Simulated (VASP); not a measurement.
A convergence study with VASP on PbTe (rock salt): one setting is varied, all else stays as given below, so the limit is that of these other settings.

```yaml
crystal:
  lattice:
    - [0.00000, 3.23000, 3.23000]
    - [3.23000, 0.00000, 3.23000]
    - [3.23000, 3.23000, 0.00000]
  atoms:
    - { symbol: Te, position: [0.50000, 0.50000, 0.50000] }
    - { symbol: Pb, position: [0.00000, 0.00000, 0.00000] }
```

Method: PBEsol GGA, VASP's PBE PAW potentials (set 64) (plane waves; VASP). The tightest run used: 550 eV cut-off, 16×16×16 Γ-centred mesh, Gaussian smearing of 0.010 eV, potentials Te Pb_d.

```tsv
setting	mean ε∞	irreducible k-points
4×4×4 mesh	44.34	8
6×6×6 mesh	31.84	16
8×8×8 mesh	31.03	29
```

Task: These are the cheaper rows. Estimate the results at 16×16×16 mesh, and how far the last row shown lies from them.

Result: 
```json
[
 {"quantity": "mean ε∞", "tightest run": "29.98", "last row shown is off by": "1.05"}
]
```

Left out are rungs that failed or repeat a setting and relaxations that didn't move; long series are thinned to 24 rows.

The compound is PbTe in the rock salt structure. The cell was not relaxed at this level.
